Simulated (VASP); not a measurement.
Input:

```yaml
crystal:
  lattice:
    - [3.54355, 0.00000, 0.00000]
    - [-1.77177, 3.06880, 0.00000]
    - [0.00000, 0.00000, 6.42150]
  atoms:
    - { symbol: Pb, position: [0.00000, 0.00000, 0.00000] }
    - { symbol: Pb, position: [0.00000, 0.00000, 0.50000] }
    - { symbol: O, position: [0.33333, 0.66667, 0.25000] }
    - { symbol: O, position: [0.66667, 0.33333, 0.75000] }
```

Computed with PBEsol GGA, VASP's PBE PAW potentials (set 64) (plane waves; VASP). Numerical set-up: 520 eV cut-off, Gaussian smearing of 0.050 eV, potentials Pb_d O.

Give the energies of bands 14 to 23 at the high-symmetry points, in eV from the Fermi level.

```
band      Γ      M      K      A      L      H
----  -----  -----  -----  -----  -----  -----
14    -8.09  -6.29  -5.55  -8.86  -8.21  -7.95
15    -3.17  -5.35  -4.66  -2.32  -3.82  -4.88
16    -2.53  -4.88  -4.10  -2.32  -3.82  -4.88
17    -2.53  -3.45  -4.10  -2.32  -2.88  -2.58
18    -2.11  -2.22  -3.86  -2.32  -2.88  -2.58
19    -2.11  -1.81  -3.86  -2.10  -2.44  -1.41
20    -0.44  -0.67  -0.02  -2.10  -2.44  -1.41
21     0.34  -0.32   2.42   3.37   2.21   0.99
22     6.13   2.81   2.42   3.37   2.21   0.99
23     6.13   3.66   3.20   6.78   4.59   3.98
```

It has no gap at this level: it comes out as a metal or semimetal.

The structure was generated: PbO was put into the NiAs type type (P6_3/mmc), which need not be its known phase. It was relaxed first, which changed the volume by +50 %.
